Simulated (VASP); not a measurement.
Calculation: PBE GGA, VASP's PBE PAW potentials (set 64) (plane waves; VASP).

VASP ran on this input.

**POSCAR**
```
Pb
1
    0.0000000000     2.5134406464     2.5134406464
    2.5134406464    -0.0000000000     2.5134406464
    2.5134406464     2.5134406464    -0.0000000000
Pb
1
Direct
  1.0000000000   0.0000000000   0.0000000000
```

### KPOINTS
```
k-points along high-symmetry lines
15
Line-mode
Reciprocal
  0.000000   0.000000   0.000000 ! GAMMA
  0.500000   0.000000   0.500000 ! X

  0.500000   0.000000   0.500000 ! X
  0.625000   0.250000   0.625000 ! U

  0.375000   0.375000   0.750000 ! K
  0.000000   0.000000   0.000000 ! GAMMA

  0.000000   0.000000   0.000000 ! GAMMA
  0.500000   0.500000   0.500000 ! L

  0.500000   0.500000   0.500000 ! L
  0.500000   0.250000   0.750000 ! W

  0.500000   0.250000   0.750000 ! W
  0.500000   0.000000   0.500000 ! X
```

### INCAR
```
ALGO  =  Normal
EDIFF  =  1E-7
ENCUT  =  400
GGA  =  PE
ICHARG  =  11
ISMEAR  =  0
LASPH  =  .TRUE.
LCHARG  =  .FALSE.
LMAXMIX  =  4
LORBIT  =  11
LREAL  =  .FALSE.
LWAVE  =  .FALSE.
NELM  =  100
PREC  =  Accurate
SIGMA  =  0.05
SYSTEM  =  Pb
```

POTCAR, in this order: Pb_d (PBE.64 set). Program: vasp_std. Read from the step before: CHGCAR.

The resulting files:

OUTCAR:
```
 ion  position               nearest neighbor table
   1  0.000  0.000  0.000-
  LATTYP: Found a face centered cubic cell.
 ALAT       =     5.0268812928
 Subroutine PRICEL returns:
 Original cell was already a primitive cell.
 Subroutine GETGRP returns: Found 48 space group operations
The static configuration has the point symmetry O_h .
The dynamic configuration has the point symmetry O_h .
 Subroutine INISYM returns: Found 48 space group operations
   k-points           NKPTS =     90   k-points in BZ     NKDIM =     90   number of bands    NBANDS=     11
   number of dos      NEDOS =    301   number of ions     NIONS =      1
   total plane-waves  NPLWV =  13824
   dimension x,y,z NGX =    24 NGY =   24 NGZ =   24
   dimension x,y,z NGXF=    48 NGYF=   48 NGZF=   48
   ions per type =               1
   PREC   = accura    normal or accurate (medium, high low for compatibility)
   ISTART =      0    job   : 0-new  1-cont  2-samecut
   ICHARG =     11    charge: 1-file 2-atom 10-const
   ISPIN  =      1    spin polarized calculation?
   LNONCOLLINEAR =      F non collinear calculations
   LSORBIT =      F    spin-orbit coupling
   INIWAV =      1    electr: 0-lowe 1-rand  2-diag
   ENCUT  =  400.0 eV  29.40 Ry    5.42 a.u.   5.80  5.80  5.80*2*pi/ulx,y,z
   NELM   =    100;   NELMIN=  2; NELMDL= -5     # of ELM steps
...
```

**OSZICAR**
```
       N       E                     dE             d eps       ncg     rms          rms(c)
DAV:   1     0.939747998659E+02    0.93975E+02   -0.63433E+03  2011   0.121E+03
DAV:   2     0.362372906327E+00   -0.93612E+02   -0.91925E+02  2052   0.297E+02
DAV:   3    -0.382572306867E+01   -0.41881E+01   -0.41660E+01  2342   0.761E+01
DAV:   4    -0.391467540734E+01   -0.88952E-01   -0.88926E-01  2422   0.120E+01
DAV:   5    -0.391830622060E+01   -0.36308E-02   -0.36307E-02  2469   0.206E+00
DAV:   6    -0.391846573108E+01   -0.15951E-03   -0.15951E-03  2755   0.360E-01
DAV:   7    -0.391846661495E+01   -0.88386E-06   -0.88277E-06  2447   0.306E-02
DAV:   8    -0.391846662832E+01   -0.13373E-07   -0.14344E-07  1834   0.402E-03
   1 F= -.39184666E+01 E0= -.39177326E+01  d E =-.146801E-02
```

### OUTCAR
```
 val. band max:        7.0780982303   @ k =   0.5000   0.2500   0.7500

 cond. band min:       7.0924141351   @ k =   0.5000   0.2321   0.7321



 k-point     1 :       0.0000    0.0000    0.0000
  band No.  band energies     occupation
      1     -10.2646      2.00000
      2     -10.2646      2.00000
      3     -10.2646      2.00000
      4     -10.1433      2.00000
      5     -10.1433      2.00000
      6      -4.6734      2.00000
      7      13.8335      0.00000
      8      13.8335      0.00000
      9      13.8335      0.00000
     10      16.5060      0.00000
     11      17.5305      0.00000

 k-point     2 :       0.0357    0.0000    0.0357
  band No.  band energies     occupation
      1     -10.2663      2.00000
      2     -10.2614      2.00000
      3     -10.2614      2.00000
      4     -10.1452      2.00000
      5     -10.1420      2.00000
      6      -4.6423      2.00000
      7      13.5863      0.00000
      8      13.6895      0.00000
      9      13.6895      0.00000
     10      16.3661      0.00000
     11      17.8113      0.00000

 k-point     3 :       0.0714    0.0000    0.0714
  band No.  band energies     occupation
      1     -10.2716      2.00000
      2     -10.2520      2.00000
      3     -10.2520      2.00000
      4     -10.1506      2.00000
      5     -10.1380      2.00000
      6      -4.5487      2.00000
      7      12.9930      0.00000
      8      13.3105      0.00000
      9      13.3105      0.00000
     10      16.0376      0.00000
     11      18.4260      0.00000

 k-point     4 :       0.1071    0.0000    0.1071
  band No.  band energies     occupation
      1     -10.2800      2.00000
      2     -10.2368      2.00000
      3     -10.2368      2.00000
      4     -10.1596      2.00000
      5     -10.1317      2.00000
      6      -4.3930      2.00000
      7      12.2483      0.00000
      8      12.7976      0.00000
      9      12.7976      0.00000
     10      15.6452      0.00000
...
```

The density is held fixed in this step, so its total energy and stress have no physical meaning. Unless said otherwise, spin-orbit coupling is left out, though it shifts the bands of the heavy elements here.

The compound is Pb in the fcc structure. It was relaxed first.
